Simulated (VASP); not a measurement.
Here is a VASP 6.6.1 calculation.

The input INCAR:

```
PREC = Normal
ENCUT = 520
EDIFF = 1E-4
ISMEAR = 0
SIGMA = 0.15
LREAL = False
LASPH = True
NELM = 60
ALGO = Fast
ISIF = 3
LWAVE = False
LCHARG = False
GGA = PE
IBRION = 2
NSW = 24
EDIFFG = -0.08
```

File KPOINTS:

```
regular mesh
0
Gamma
  3 3 3
```

File POSCAR:

```
Zn2CdSeS2
1.0
    4.4459526200      0.0000000000      0.0000000000
    0.0000000000      4.4459526200      0.0000000000
    0.0000000000      0.0000000000      5.8498985300
Zn Cd Se S
2 1 1 2
Direct
    0.0000000000      0.5000000000      0.0000000000
    0.5000000000      0.0000000000      0.0000000000
    0.0000000000      0.0000000000      0.5000000000
    0.0000000000      0.0000000000      0.0000000000
    0.5000000000      0.5000000000      0.2707569900
    0.5000000000      0.5000000000      0.7292430100
```

Potentials or basis: VASP PAW PBE potentials, release 64 (Zn, Cd, Se, S).

The run is started by

```sh
$ cat potpaw_PBE.64/Zn/POTCAR potpaw_PBE.64/Cd/POTCAR potpaw_PBE.64/Se/POTCAR potpaw_PBE.64/S/POTCAR > POTCAR
$ mpirun -np 1 vasp_std > vasp.out
```

(1) Predict the relaxed volume.

(2) What does it give for the band gap on the k mesh?

(3) Predict the relaxed cell.

(4) Predict the space group after relaxing (to 0.05 Å).

Results:

(1) 22.11 Å³/atom.

(2) none (metal or under the smearing width).

(3) a = 4.824 Å, b = 4.824 Å, c = 5.701 Å, α = 90.00°, β = 90.00°, γ = 90.00°.

(4) P4/mmm (No. 123).

Caveat: the k mesh is coarse (spacing up to 0.47 Å⁻¹), so the values aren't converged.
